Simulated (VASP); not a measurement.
# Quasiparticle energies of MoS2 in VASP, part 3 of 4

How does the gap of MoS2 change from the starting functional to GW? The cell has space group P6_3/mmc. The start is a cell from a database of measured crystal structures.

VASP 6.6.1, plane waves and PAW; the level of theory is named at each step.

So far, quasiparticle gap on the mesh (eV): step 4 (G0W0, ENCUTGW 80, bands in the sums 176) 1.31; step 6 (G0W0, ENCUTGW 110, bands in the sums 288) 1.34. Also gap on the k-mesh (eV): step 3 (empty bands) 0.885.

The database entry behind the starting cell differs from later determinations by our own check (about 0.3 % long), so it need not match the best structure at ambient conditions.

### Step 7. Empty bands

This step: PBE, no spin polarisation; plane waves and PAW (Mo_sv_GW, S_GW) (VASP 6.6.1).

The empty bands are made again, for the run that follows.

Input file INCAR:

```
SYSTEM = MoS2
PREC = Accurate
ENCUT = 370
ISMEAR = 0
SIGMA = 0.01
LREAL = .FALSE.
GGA = PE
NBANDS = 408
LASPH = .TRUE.
ALGO = Exact
NELM = 1
LWAVE = .TRUE.
LCHARG = .FALSE.
LOPTICS = .TRUE.
NEDOS = 1000
CSHIFT = 0.1
```

Input file POSCAR:

```
MoS2
1.0
    3.1690000000      0.0000000000      0.0000000000
   -1.5845000000      2.7444345046      0.0000000000
    0.0000000000      0.0000000000     12.3240000000
Mo S
2 4
Direct
    0.3333333333      0.6666666667      0.2500000000
    0.6666666667      0.3333333333      0.7500000000
    0.3333333333      0.6666666667      0.6230000000
    0.6666666667      0.3333333333      0.1230000000
    0.3333333333      0.6666666667      0.8770000000
    0.6666666667      0.3333333333      0.3770000000
```

Input file KPOINTS:

```
Automatic mesh
0
Gamma
6 6 2
0 0 0
```

The projector-augmented-wave data sets are Mo_sv_GW and S_GW (PBE family, release 64).

Launch:

```sh
$ mpirun -np 8 vasp_std
```

The log of the run:

```text
[banner, memory and clock lines left out]
running    8 mpi-ranks, on    1 nodes
[...]
[... a notice as in an earlier step ...]

 LDA part: xc-table for (Slater+PW92), standard interpolation
 found WAVECAR, reading the header
  number of bands has changed, file:    32 present:   408
  trying to continue reading WAVECAR, but it might fail
 POSCAR, INCAR and KPOINTS ok, starting setup
[...]
reading WAVECAR
 random initialization beyond band           32
 the WAVECAR file was read successfully
 initial charge from wavefunction
 entering main loop
       N       E                     dE             d eps       ncg     rms          rms(c)
DIA:   1    -0.451069119707E+02   -0.45107E+02    0.00000E+00     0   0.000E+00
   1 F= -.45106912E+02 E0= -.45106912E+02  d E =-.770365-142
 writing wavefunctions
 optical routines
 imaginary and real dielectric function
 recalculating local potential from charge density
 direction            1
 direction            2
 direction            3
```

The job ended after 25 s (8 MPI ranks of AMD EPYC 9R45, shared host; peak memory 2.2 GiB; 3.2 min of CPU time).

OUTCAR, selected parts (step 7):

```text
  Total        1.2037713      1.2037713      1.5280322      0.0000000     -0.0000000      0.0000000
  in kB       17.9940023     17.9940023     22.8410615      0.0000000     -0.0000000      0.0000000
  external PRESSURE =      19.6096887 kB  Pullay stress =       0.0000000 kB

 POSITION                                       TOTAL-FORCE (eV/Angst)
 -----------------------------------------------------------------------------------
     -0.00000      1.82962      3.08100        -0.000000      0.000000      0.000000
      1.58450      0.91481      9.24300         0.000000     -0.000000      0.000000
     -0.00000      1.82962      7.67785        -0.000000      0.000000      0.034317
      1.58450      0.91481      1.51585        -0.000000     -0.000000      0.034317
     -0.00000      1.82962     10.80815         0.000000      0.000000     -0.034317
      1.58450      0.91481      4.64615        -0.000000     -0.000000     -0.034317
 -----------------------------------------------------------------------------------
    total drift:                               -0.000000      0.000000     -0.000000

  FREE ENERGIE OF THE ION-ELECTRON SYSTEM (eV)
  ---------------------------------------------------
  free  energy   TOTEN  =       -45.1069119707 eV

  energy  without entropy=      -45.1069119707  energy(sigma->0) =      -45.10691197

[... 1 part as in an earlier step ...]

[... 2 further parts left out ...]
[key lines of the parts left out:]
E-fermi :   7.6426
```

WAVECAR now holds 408 bands for 52 electrons.

### Step 8. G0W0, ENCUTGW 140, bands in the sums 408

This step: G0W0 on PBE, no spin polarisation; plane waves and PAW (Mo_sv_GW, S_GW) (VASP 6.6.1).

ENCUTGW rises to 140 eV and the bands with it, to about the number of plane waves under that cutoff.

Input file INCAR:

```
SYSTEM = MoS2
PREC = Accurate
ENCUT = 370
ISMEAR = 0
SIGMA = 0.01
LREAL = .FALSE.
GGA = PE
NBANDS = 408
LASPH = .TRUE.
ALGO = EVGW0
NELMGW = 1
ENCUTGW = 140
NOMEGA = 48
PRECFOCK = Fast
NBANDSGW = 40
LWAVE = .FALSE.
LCHARG = .FALSE.
```

POSCAR is that of step 7.

KPOINTS is that of step 7.

Launch:

```sh
$ mpirun -np 8 vasp_std
```

The log of the run:

```text
[banner, memory and clock lines left out]
running    8 mpi-ranks, on    1 nodes
[...]
[... a notice as in an earlier step ...]

|                                                                             |
|           W    W    AA    RRRRR   N    N  II  N    N   GGGG   !!!           |
|           W    W   A  A   R    R  NN   N  II  NN   N  G    G  !!!           |
|           W    W  A    A  R    R  N N  N  II  N N  N  G       !!!           |
|           W WW W  AAAAAA  RRRRR   N  N N  II  N  N N  G  GGG   !            |
|           WW  WW  A    A  R   R   N   NN  II  N   NN  G    G                |
|           W    W  A    A  R    R  N    N  II  N    N   GGGG   !!!           |
|                                                                             |
|     The default for ENCUTGWSOFT is different in this version of VASP.       |
|     please manually set ENCUTGWSOFT =140 in the INCAR file.                 |
|                                                                             |

[...]
total number of BLAS operations      32303.71 Gflops
NQ=  10    0.3333   -0.0000    0.5000,
|.........|.........|.........|.........|.........|.........|.........|.........
 performed      29246000 updates of chi_q(r,r)
 total number of BLAS operations      36772.23 Gflops
NQ=  11    0.5000   -0.0000    0.5000,
|.........|.........|.........|.........|.........|.........|.........|.........
 performed      31785000 updates of chi_q(r,r)
 total number of BLAS operations      40221.38 Gflops
NQ=  12    0.1667    0.1667    0.5000,
|.........|.........|.........|.........|.........|.........|.........|.........
 performed      35173000 updates of chi_q(r,r)
 total number of BLAS operations      44472.49 Gflops
NQ=  13    0.3333    0.1667    0.5000,
|.........|.........|.........|.........|.........|.........|.........|.........
 performed      38953000 updates of chi_q(r,r)
 total number of BLAS operations      49556.22 Gflops
NQ=  14    0.3333    0.3333    0.5000,
|.........|.........|.........|.........|.........|.........|.........|.........
 performed      41166000 updates of chi_q(r,r)
 total number of BLAS operations      52769.89 Gflops
 resolving degeneracies of screened two electron integrals

 calculate QP shifts <psi_nk| G(iteration)W_0 |psi_nk>: iteration 1
 entering main loop
[key lines of the parts left out:]
E-fermi :   7.9067
```

The job ended after 17 min (8 MPI ranks; peak memory 4 GiB).

From OUTCAR (step 8):

```text
 QP shifts <psi_nk| G(iteration)W_0 |psi_nk>: iteration 1
 for sc-GW calculations column KS-energies equals QP-energies in previous step
 and V_xc(KS)=  KS-energies - (<T + V_ion + V_H > + <T+V_H+V_ion>^1  + <V_x>^1)
 k-point   1 :       0.0000    0.0000    0.0000
  band No.  KS-energies  QP-energies   sigma(KS)   V_xc(KS)     V^pw_x(r,r')   Z            occupation Imag(sigma)
    ...
     23       5.3325       5.1334     -16.3346     -16.0702     -17.6875       0.7531       2.0000       0.2443
     24       6.2779       5.7805     -14.4409     -13.7853     -16.1975       0.7586       2.0000       0.2512
     25       6.3170       6.1778     -15.4649     -15.2801     -16.3835       0.7534       2.0000       0.2111
     26       7.4643       7.3883     -16.3808     -16.2793     -16.8302       0.7490       2.0000       0.1368
     27       9.5597      10.0584     -14.9789     -15.6383     -10.9046       0.7563       0.0000      -0.2824
     28       9.5597      10.0584     -14.9789     -15.6383     -10.9046       0.7563       0.0000      -0.2824
     29       9.5874      10.0768     -14.8915     -15.5389     -10.7936       0.7559       0.0000      -0.2851
     30       9.5874      10.0768     -14.8915     -15.5389     -10.7936       0.7559       0.0000      -0.2851
    ...

[... 1 part as in an earlier step ...]

[... 2 further parts left out ...]
[key lines of the parts left out:]
E-fermi :   7.9067
```

The gap is now 1.364 eV, +21 meV against the GW run before. Spin-orbit coupling is left out. VASP warns that the automatic setting of its frequency mesh failed and advises more k points, so the value is in doubt.

### Step 9. Too few empty bands

This step: PBE, no spin polarisation; plane waves and PAW (Mo_sv_GW, S_GW) (VASP 6.6.1).

The next step needs empty bands that the ground-state run didn't converge, so the Hamiltonian is diagonalised exactly for NBANDS bands, in a single step. LOPTICS writes the k-derivatives of the orbitals (WAVEDER), which give the long-wavelength limit of the screening.

Input file INCAR:

```
SYSTEM = MoS2
PREC = Accurate
ENCUT = 370
ISMEAR = 0
SIGMA = 0.01
LREAL = .FALSE.
GGA = PE
NBANDS = 40
LASPH = .TRUE.
ALGO = Exact
NELM = 1
LWAVE = .TRUE.
LCHARG = .FALSE.
LOPTICS = .TRUE.
NEDOS = 1000
CSHIFT = 0.1
```

POSCAR is that of step 8.

KPOINTS is that of step 8.

Launch:

```sh
$ mpirun -np 8 vasp_std
```

The log of the run:

```text
[banner, memory and clock lines left out]
running    8 mpi-ranks, on    1 nodes
 distrk:  each k-point on    8 cores,    1 groups
 distr:  one band on    1 cores,    8 groups

 POSCAR found type information on POSCAR MoS
 POSCAR found :  2 types and       6 ions
 [... a notice as in an earlier step ...]

 LDA part: xc-table for (Slater+PW92), standard interpolation
 found WAVECAR, reading the header
  number of bands has changed, file:    32 present:    40
  trying to continue reading WAVECAR, but it might fail
 POSCAR, INCAR and KPOINTS ok, starting setup
 FFT: planning ... GRIDC
 FFT: planning ... GRID_SOFT
 FFT: planning ... GRID
 reading WAVECAR
 random initialization beyond band           32
 the WAVECAR file was read successfully
 initial charge from wavefunction
 entering main loop
       N       E                     dE             d eps       ncg     rms          rms(c)
DIA:   1    -0.451069119706E+02   -0.45107E+02    0.00000E+00     0   0.000E+00
   1 F= -.45106912E+02 E0= -.45106912E+02  d E =-.300692E-40
 writing wavefunctions
 optical routines
 imaginary and real dielectric function
 recalculating local potential from charge density
 direction            1
 direction            2
 direction            3
```

Elapsed: 26 s, on 8 MPI ranks; peak memory 1.9 GiB.

From OUTCAR (step 9):

```text
   k-points           NKPTS =     14   k-points in BZ     NKDIM =     14   number of bands    NBANDS=     40

   NELECT =      52.0000    total number of electrons

 E-fermi :   7.5559

  Total        1.2037713      1.2037713      1.5280322      0.0000000     -0.0000000      0.0000000
  in kB       17.9940024     17.9940024     22.8410615      0.0000000     -0.0000000      0.0000000
  external PRESSURE =      19.6096888 kB  Pullay stress =       0.0000000 kB

 POSITION                                       TOTAL-FORCE (eV/Angst)
 -----------------------------------------------------------------------------------
     -0.00000      1.82962      3.08100         0.000000      0.000000     -0.000000
      1.58450      0.91481      9.24300        -0.000000     -0.000000     -0.000000
     -0.00000      1.82962      7.67785        -0.000000      0.000000      0.034317
      1.58450      0.91481      1.51585         0.000000     -0.000000      0.034317
     -0.00000      1.82962     10.80815        -0.000000      0.000000     -0.034317
      1.58450      0.91481      4.64615         0.000000     -0.000000     -0.034317
 -----------------------------------------------------------------------------------
    total drift:                               -0.000000      0.000000     -0.000000

  FREE ENERGIE OF THE ION-ELECTRON SYSTEM (eV)
  ---------------------------------------------------
  free  energy   TOTEN  =       -45.1069119706 eV

  energy  without entropy=      -45.1069119706  energy(sigma->0) =      -45.10691197

 plasma frequency squared (from intraband transitions) (eV^2)
  --------------------------------------------------------------------------------------
       0.000       0.000       0.000
      -0.000       0.000      -0.000
       0.000       0.000       0.000

[... 15 parts as in an earlier step ...]

[... 1 further part left out ...]
```

WAVECAR now holds 40 bands for 52 electrons.

(Continued in part 4 of 4.)

[Lines on the potential files, build, host, timing and source positions are cut from VASP's logs without a mark.]

[Logs are printed without paths, hosts, clocks, repeated set-up lines and the standing remarks that a program may print on its own settings, such as how far it seeks lower states.]

[Hosts, paths, dates, database ids (printed as entryN), source tags and the programs' standing remarks are cut or masked in the printed files.]

[Pressures printed for these runs are not shown converged in the cutoff: they can be off by several GPa and have the wrong sign.]

[In band tables of VASP the shares of atoms and orbitals are scaled to a sum of 1 inside the atoms' spheres.]
